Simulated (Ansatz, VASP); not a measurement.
# Cross-check of AlNi between VASP and Ansatz, part 2 of 2

Wanted: the spread between two codes on one cell, functional and k mesh. The cell is taken from a series of runs on this material, whose earlier steps may have relaxed, scaled, displaced or heated it; both programs get it as it stands.

VASP 6.6.1 and Ansatz 0.2.0.

So far: The starting structure; Ansatz: zone-centre phonons, PBEsol, pair 1; VASP: zone-centre phonons, PBEsol, pair 1; Comparison.

### 5. Ansatz: zone-centre phonons, PBEsol, pair 2

Level of this step: Ansatz beside VASP: Kohn-Sham DFT, plane waves, PBEsol (Ansatz).

Second derivatives magnify differences that forces hide, and they need a tight electronic threshold. The cell compared in this pair holds 22.99 Å³, against 23.44 Å³ for the pair before.

The cell is taken from a series of runs on this material, whose earlier steps may have relaxed, scaled, displaced or heated it; both programs get it as it stands.

input.yaml reads:

```yaml
crystal:
  lattice:
    - [2.7472695146, 0.0, 0.0]
    - [0.0, 2.7472695146, 0.0]
    - [0.0, 0.0, 3.0455810735]
  atoms:
    - { symbol: Al, position: [0.0, 0.0, 0.0] }
    - { symbol: Ni, position: [0.5, 0.5, 0.5] }
kpoints:
  mp_grid: { grid: [16, 16, 16] }
hamiltonian:
  xc: pbesol
  pseudopotentials: { kind: paw, azcp: { folder: soft_1 }, xc_functional: pbe }
scf:
  occupations: { method: methfessel_paxton, width: 0.2 }
output:
  eigenvalues: true
phonons:
  method: dfpt
```

Launch:

```console
$ ansatz run input.yaml --threads 4 --pin off --max-ram 10240MiB --backend cpu --events-out ev --progress --plain --runs-dir out
```

Numbers of over 12 decimals in the logs are rounded to 6 here.

The log of the run:

```text
zone centre: on kpoints.mp_grid the ground state, and the responses unless they are solved on pairs of k-points, stand on 729 of the mesh's 4096 k-points, reduced under 8 symmetry operations, with k and −k counted as one. Each operation leaves every solved displacement unchanged or reverses it
[...]
Crystal: 2 atoms, lattice volume = 22.986 Å³
[...]
k-point 2: bands = [... 7 lower, 12.6593, 12.6593, 13.0185, 16.1557, 21.6861, 21.6861, 23.0246, 23.6687]
  k-point 728: bands = [... 7 lower, 13.2449, 13.5486, 16.2167, 16.4663, 16.4663, 18.5446, 18.7029, 18.7029]
[...]
ASR residual: 1.593e-5 → 0.000e0 eV/Å²; symmetrization residual: 9.310e-7 eV/Å²
  ASR residual per site (eV/Å²): 1.59e-5 1.59e-5
  Γ frequencies (cm⁻¹): 0.00 0.00 0.00 304.58 304.58 319.60
[...]
[key lines of the parts left out:]
SCF converged after 9 iterations
Free energy (F): -6330.834068 eV
Fermi energy:    14.418521 eV
```

### 6. VASP: zone-centre phonons, PBEsol, pair 2

The same cell, functional, mesh and smearing now go to VASP, with its own data sets.

INCAR reads:

```
SYSTEM = AlNi
PREC = Accurate
ENCUT = 600
EDIFF = 1E-08
NELM = 120
ISMEAR = 1
SIGMA = 0.2
LREAL = .FALSE.
ALGO = Normal
GGA = PS
NBANDS = 12
LASPH = .TRUE.
LORBIT = 11
LWAVE = .FALSE.
LCHARG = .FALSE.
ISIF = 2
IBRION = 8
GGA_COMPAT = .FALSE.
KPAR = 2
```

POSCAR reads:

```
AlNi
1.0
    2.7472695146      0.0000000000      0.0000000000
    0.0000000000      2.7472695146      0.0000000000
    0.0000000000      0.0000000000      3.0455810735
Al Ni
1 1
Direct
    0.0000000000      0.0000000000      0.0000000000
    0.5000000000      0.5000000000      0.5000000000
```

KPOINTS reads:

```
Automatic mesh
0
Gamma
16 16 16
0 0 0
```

PAW data sets: Al and Ni (PBE family, release 64).

Launch:

```console
$ mpirun -np 2 vasp_std
```

The log of the run:

```text
[banner, memory and clock lines left out]
running    2 mpi-ranks, on    1 nodes
[...]
[... a notice as in an earlier step ...]

 LDA part: xc-table for (Slater+PW92), standard interpolation
 POSCAR, INCAR and KPOINTS ok, starting setup
[...]
entering main loop
       N       E                     dE             d eps       ncg     rms          rms(c)
DAV:   1     0.441655298130E+02    0.44166E+02   -0.61061E+03  9760   0.128E+03
DAV:   2    -0.114267295689E+02   -0.55592E+02   -0.51339E+02  9956   0.209E+02
DAV:   3    -0.132376063519E+02   -0.18109E+01   -0.17890E+01 11824   0.438E+01
DAV:   4    -0.132638629556E+02   -0.26257E-01   -0.26246E-01 10828   0.474E+00
[...]
DAV:  12    -0.115446989533E+02    0.15554E-05   -0.74011E-06 12656   0.435E-02    0.552E-03
DAV:  13    -0.115446984787E+02    0.47462E-06   -0.44088E-07 14100   0.656E-03    0.128E-03
DAV:  14    -0.115446984886E+02   -0.98871E-08   -0.29624E-08  7144   0.233E-03
   1 F= -.11544698E+02 E0= -.11544460E+02  d E =-.716360E-03
[...]
RMM:  11    -0.183807436584E+00    0.40254E-06   -0.92681E-10 32223   0.741E-05    0.776E-06
RMM:  12    -0.183807527779E+00   -0.91195E-07   -0.90644E-10 32510   0.420E-05    0.174E-06
RMM:  13    -0.183807533332E+00   -0.55533E-08   -0.86809E-10 31810   0.295E-05    0.608E-07
 first order change of Fermi-energy   0.11217E-02
 force on displaced ion       2 direction 1 :  -6.381   0.000   0.000
 Linear response progress:
  Degree of freedom:   4/  4
       N       E                     dE             d eps       ncg     rms          rms(c)
RMM:   1    -0.189768356170E+00   -0.18977E+00   -0.10500E-01 14358   0.267E+00
RMM:   2    -0.187456910173E+00    0.23114E-02   -0.17941E-03 14279   0.543E-01    0.144E-01
RMM:   3    -0.187523862875E+00   -0.66953E-04   -0.16043E-04 15404   0.107E-01    0.846E-02
RMM:   4    -0.188048464674E+00   -0.52460E-03   -0.17619E-04 16532   0.102E-01    0.685E-03
[...]
RMM:  10    -0.188009470479E+00    0.60923E-06   -0.12909E-10 17575   0.106E-04    0.232E-05
RMM:  11    -0.188009488671E+00   -0.18192E-07   -0.19042E-09 16383   0.752E-05    0.223E-06
RMM:  12    -0.188009497963E+00   -0.92922E-08   -0.22262E-09 18135   0.428E-05    0.120E-06
 first order change of Fermi-energy   0.22653E-02
 force on displaced ion       2 direction 3 :   0.000  -0.000  -7.061
 Linear response finished
```

Parts of OUTCAR (step 6):

```text
  Total        0.8856652      0.8856652      0.0023139      0.0000000      0.0000000      0.0000000
  in kB       61.7315917     61.7315917      0.1612822      0.0000000      0.0000000      0.0000000
  external PRESSURE =      41.2081552 kB  Pullay stress =       0.0000000 kB

 POSITION                                       TOTAL-FORCE (eV/Angst)
 -----------------------------------------------------------------------------------
      0.00000      0.00000      0.00000         0.000000      0.000000      0.000000
      1.37363      1.37363      1.52279         0.000000      0.000000      0.000000
 -----------------------------------------------------------------------------------
    total drift:                                0.000000      0.000000     -0.000000

[... 2 further parts left out ...]
```

### 7. Comparison

What differs besides the data sets and the points named for the pairs above, as far as they apply: the data sets hold 21 valence electrons in Ansatz (on its PAW soft_1 files) and 13 in VASP. Total energies have different zeros and are not compared.

The two programs side by side:

| quantity | Ansatz | VASP | difference |
| --- | --- | --- | --- |
| optical mode 1 to 2 (cm⁻¹) | 304.6 | 306.0 | -0.46 % |
| optical mode 3 (cm⁻¹) | 319.6 | 321.6 | -0.61 % |

Modes are paired by rising frequency, not by their patterns, so a pair may set unlike modes beside each other; they are those without the splitting of longitudinal modes.

### 8. Summary of results

```json
{
  "r.m.s. difference of the optical zone-centre modes, each program's sorted by frequency (zone-centre phonons, PBEsol, pair 1)": "1.6 cm⁻¹",
  "difference in optical mode 1 to 3 (zone-centre phonons, PBEsol, pair 1)": "-0.5 %",
  "r.m.s. difference of the optical zone-centre modes, each program's sorted by frequency (zone-centre phonons, PBEsol, pair 2)": "1.6 cm⁻¹",
  "difference in optical mode 3 (zone-centre phonons, PBEsol, pair 2)": "-0.6 %"
}
```

What this shows: The r.m.s. difference of the optical zone-centre modes, each program's sorted by frequency is 1.6 cm⁻¹ (zone-centre phonons, PBEsol, pair 1). The data sets hold unlike numbers of valence electrons (21 in Ansatz and 13 in VASP), so part of the differences comes from the potentials. Among the rows given in per cent, the largest difference of the zone-centre phonons, PBEsol, pair 1 pair is in optical mode 1 to 3, -0.5 %. Among the rows given in per cent, the largest difference of the zone-centre phonons, PBEsol, pair 2 pair is in optical mode 3, -0.6 %. How closely two codes agree says nothing of how well the functional describes the real material.

[Lines on the potential files, build, host, timing and source positions are cut from VASP's logs without a mark.]

[Logs are printed without paths, hosts, clocks, repeated set-up lines and the standing remarks that a program may print on its own settings, such as how far it seeks lower states.]

[Hosts, paths, dates, database ids (printed as entryN), source tags and the programs' standing remarks are cut or masked in the printed files.]
